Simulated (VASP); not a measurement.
Data:

```yaml
crystal:
  lattice:
    - [0.00000, 2.90427, 2.90427]
    - [2.90427, 0.00000, 2.90427]
    - [2.90427, 2.90427, 0.00000]
  atoms:
    - { symbol: Eu, position: [0.00000, 0.00000, 0.00000] }
    - { symbol: S, position: [0.50000, 0.50000, 0.50000] }
```

The numbers are results of PBE GGA with D4 dispersion, VASP's PBE PAW potentials (set 64) (plane waves; VASP), not measurements. Run with 520 eV cut-off, 9×9×9 Γ-centred mesh, tetrahedra with Blöchl corrections, potentials Eu_2 S.

The 4f electrons are frozen in the core of the lanthanide potential, so 4f levels, which can set the real gap, and their magnetism are missing.

Q: What does the run give for the energy per atom (σ→0)?

A: 
```json
{
  "energy per atom (σ→0)": "-5.625 eV/atom"
}
```

The compound is EuS in the rock salt structure. It was relaxed first, which changed the volume by -8 %.
